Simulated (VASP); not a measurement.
Calculation: rev-vdW-DF2, VASP's PBE PAW potentials (set 64) (plane waves; VASP).

A VASP calculation is set up with these files.

### INCAR
```
AGGAC  =  0.0
ALGO  =  Normal
EDIFF  =  1E-6
EDIFFG  =  -0.01
ENCUT  =  520
GGA  =  MK
IBRION  =  2
ISIF  =  3
ISMEAR  =  0
LASPH  =  .TRUE.
LCHARG  =  .FALSE.
LMAXMIX  =  4
LREAL  =  .FALSE.
LUSE_VDW  =  .TRUE.
LWAVE  =  .FALSE.
NELM  =  100
NSW  =  60
PARAM1  =  0.1234568
PARAM2  =  0.7114
PREC  =  Accurate
SIGMA  =  0.05
SYSTEM  =  AgCl
ZAB_VDW  =  -1.8867
```

File POSCAR:
```
AgCl
1
    0.0000000000     2.7750000000     2.7750000000
    2.7750000000     0.0000000000     2.7750000000
    2.7750000000     2.7750000000     0.0000000000
Ag Cl
1 1
Direct
  0.0000000000   0.0000000000   0.0000000000
  0.5000000000   0.5000000000   0.5000000000
```

File KPOINTS:
```
Automatic mesh
0
G
 8 8 8
0 0 0
```

POTCAR, in this order: Ag Cl (PBE.64 set). Program: vasp_std.

Output of the run:

File OSZICAR:
```
       N       E                     dE             d eps       ncg     rms          rms(c)
DAV:   1     0.107990842612E+03    0.10799E+03   -0.89460E+03   778   0.126E+03
DAV:   2     0.287457707847E+01   -0.10512E+03   -0.99080E+02   884   0.255E+02
DAV:   3    -0.142543979964E+01   -0.43000E+01   -0.42863E+01   874   0.557E+01
DAV:   4    -0.146007324380E+01   -0.34633E-01   -0.34630E-01   849   0.553E+00
DAV:   5    -0.146057934913E+01   -0.50611E-03   -0.50610E-03   874   0.679E-01    0.617E+00
DAV:   6    -0.128200690575E+01    0.17857E+00   -0.35891E-01   838   0.838E+00    0.405E+00
DAV:   7    -0.127941515624E+01    0.25917E-02   -0.96949E-02   764   0.250E+00    0.202E+00
DAV:   8    -0.127828111175E+01    0.11340E-02   -0.54555E-03   809   0.930E-01    0.266E-01
DAV:   9    -0.127825378185E+01    0.27330E-04   -0.61848E-04   849   0.388E-01    0.364E-02
DAV:  10    -0.127829451801E+01   -0.40736E-04   -0.84307E-05   789   0.947E-02    0.273E-02
DAV:  11    -0.127829700572E+01   -0.24877E-05   -0.23411E-06   818   0.177E-02    0.300E-03
DAV:  12    -0.127829705389E+01   -0.48168E-07   -0.20011E-07   407   0.683E-03
   1 F= -.12782971E+01 E0= -.12782971E+01  d E =-.127830E+01
       N       E                     dE             d eps       ncg     rms          rms(c)
DAV:   1    -0.131694025019E+01   -0.38643E-01   -0.68282E-01   754   0.917E+00    0.132E+00
DAV:   2    -0.128205738108E+01    0.34883E-01   -0.10178E-01   754   0.384E+00    0.393E-01
DAV:   3    -0.127995159346E+01    0.21058E-02   -0.69230E-03   769   0.681E-01    0.272E-01
DAV:   4    -0.127981529982E+01    0.13629E-03   -0.23326E-04   819   0.148E-01    0.867E-02
DAV:   5    -0.127980936708E+01    0.59327E-05   -0.46526E-05   879   0.108E-01    0.146E-02
DAV:   6    -0.127980994369E+01   -0.57661E-06   -0.12685E-05   769   0.438E-02    0.505E-03
DAV:   7    -0.127980967768E+01    0.26602E-06   -0.49377E-07   377   0.651E-03
   2 F= -.12798097E+01 E0= -.12798097E+01  d E =-.151262E-02
```

OUTCAR:
```
------------------------ aborting loop because EDIFF is reached ----------------------------------------
  FORCE on cell =-STRESS in cart. coord.  units (eV):
  Direction    XX          YY          ZZ          XY          YZ          ZX
  --------------------------------------------------------------------------------------
  Total       -0.0124727     -0.0124727     -0.0124727      0.0000000      0.0000000      0.0000000
  in kB       -0.4742965     -0.4742965     -0.4742965      0.0000000      0.0000000      0.0000000
  external PRESSURE =      -0.4742965 kB  Pullay stress =       0.0000000 kB
  volume of cell :       42.13
      direct lattice vectors                 reciprocal lattice vectors
     0.000000000  2.761832017  2.761832017    -0.181039251  0.181039251  0.181039251
     2.761832017  0.000000000  2.761832017     0.181039251 -0.181039251  0.181039251
     2.761832017  2.761832017  0.000000000     0.181039251  0.181039251 -0.181039251
  FREE ENERGIE OF THE ION-ELECTRON SYSTEM (eV)
  ---------------------------------------------------
  free  energy   TOTEN  =        -1.2798096777 eV

  energy  without entropy=       -1.2798096777  energy(sigma->0) =       -1.27980968

 reached required accuracy - stopping structural energy minimisation
```
(Selected blocks of OUTCAR.)

**CONTCAR**
```
AgCl
   1.00000000000000
     0.0000000000000000    2.7618320174638629    2.7618320174638629
     2.7618320174638629    0.0000000000000000    2.7618320174638629
     2.7618320174638629    2.7618320174638629    0.0000000000000000
  Ag              Cl
     1     1
Direct
     0.0000000000000000    0.0000000000000000    1.0000000000000000
     0.5000000000000000    0.5000000000000000    0.5000000000000000
```

The compound is AgCl in the rock salt structure. This run relaxes it. Symmetry was kept, so distortions that lower it aren't found.
